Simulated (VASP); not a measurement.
The input files of a VASP run:

### INCAR
```
# general
SYSTEM = Be2C
PREC   = Accurate
ENCUT  = 520
LREAL  = .FALSE.
LASPH  = .TRUE.

# electronic loop
EDIFF  = 1E-3
NELM   = 100
ALGO   = Normal

# smearing
ISMEAR = 0
SIGMA  = 0.05

# functional
GGA    = PE

# ions
ISIF   = 2

# output
LWAVE  = .FALSE.
LCHARG = .FALSE.
```

File KPOINTS:
```
Automatic mesh
0
Gamma
8 8 8
0 0 0
```

**POSCAR**
```
Be2C
3.0298260
  0.0000000000   0.7133102693   0.7008484976
  0.7134812362   0.0000000000   0.7008484976
  0.7134812362   0.7133102693   0.0000000000
Be C
2 1
Cart
  0.3567406181   0.3566551347   0.3504242488
  1.0702218543   1.0699654040   1.0512727464
  0.0069036444  -0.0000000000   0.0000000000
```

POTCAR, in this order: Be C (PBE.64 set). Program: vasp_std.

Translate this PBE calculation to Quantum ESPRESSO's pw.x.

One equivalent input (not run):
```
&CONTROL
  calculation = 'scf'
  pseudo_dir = './pseudo'
  outdir = './out'
  tprnfor = .true.
  tstress = .true.
/
&SYSTEM
  ibrav = 0
  nat = 3
  ntyp = 2
  ecutwfc = 88
  occupations = 'smearing'
  smearing = 'gaussian'
  degauss = 0.003675
  input_dft = 'pbe'
/
&ELECTRONS
  conv_thr = 7.3e-05
  electron_maxstep = 100
/
ATOMIC_SPECIES
  Be 9.012 Be.upf
  C 12.011 C.upf
CELL_PARAMETERS angstrom
     0.0000000    2.1612060    2.1234490
     2.1617240    0.0000000    2.1234490
     2.1617240    2.1612060    0.0000000
ATOMIC_POSITIONS crystal
  Be   0.2500000  0.2500000  0.2500000
  Be   0.7500000  0.7500000  0.7500000
  C   -0.0048380  0.0048380  0.0048380
K_POINTS automatic
  8 8 8 0 0 0
```
What does not carry over: the potentials are each code's own (VASP's PAW set, PseudoDojo norm-conserving files in pw.x), so ENCUT and ecutwfc are chosen apart and not converted; conv_thr bounds pw.x's estimated SCF error, while EDIFF bounds the energy change between steps.

The compound is Be2C in the antifluorite structure. The cell was not relaxed at this level, atoms are displaced from their ideal sites. The run is one of a series of settings (EDIFF = 1E-3 against the base run), some of them coarse on purpose.
